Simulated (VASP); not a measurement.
An input for Ansatz (written as the equivalent of a VASP run, and not itself run):

Ansatz 0.2 input:
```yaml
crystal:
  lattice:
    - [-1.6289062, 1.6289062, 1.6289062]
    - [1.6289062, -1.6289062, 1.6289062]
    - [1.6289062, 1.6289062, -1.6289062]
  atoms:
    - { symbol: Ta, position: [0.0000000, 0.0000000, 0.0000000] }
kpoints:
  mp_grid: { grid: [16, 16, 16] }
hamiltonian:
  xc: pbesol
  pseudopotentials: { kind: paw }
scf:
  occupations: { method: methfessel_paxton, width: 0.1 }
  max_iter: 100
relax:
  max_steps: 40
  f_tol: 0.02
  cell: { p_target: 10 }
output: { forces: true, stress: true, eigenvalues: true }
```

Task: Write the VASP files for the same calculation (PBEsol).

Result: This is not unique; one that fits is 
### INCAR
```
SYSTEM = Ta
PREC = Accurate; ENCUT = 500; LREAL = .FALSE.
LASPH = .TRUE.
EDIFF = 1E-6; NELM = 100; ALGO = Normal
LMAXMIX = 6
ISMEAR = 1; SIGMA = 0.1
GGA = PS
IBRION = 2; NSW = 40; ISIF = 3
EDIFFG = -0.02; PSTRESS = 100
LWAVE = .FALSE.; LCHARG = .FALSE.
```

KPOINTS:
```
Automatic mesh
0
Gamma
16 16 16
0 0 0
```

POSCAR:
```
Ta
1.0
 -1.6289061577   1.6289061577   1.6289061577
  1.6289061577  -1.6289061577   1.6289061577
  1.6289061577   1.6289061577  -1.6289061577
Ta
1
Cart
  0.0000000000   0.0000000000   0.0000000000
```

POTCAR, in this order: Ta_pv (PBE.64 set). Program: vasp_std.

Limits of the translation: each code has its own PAW files, so the cut-off isn't converted (ENCUT is set for VASP's; basis.ecutwfc is left out, and Ansatz then takes the one that its files recommend); Ansatz stops its SCF on the density residual and VASP on the energy change (EDIFF).

The compound is Ta in the bcc structure. This run relaxes it under an external pressure of 10 GPa. Symmetry was kept, so distortions that lower it aren't found.
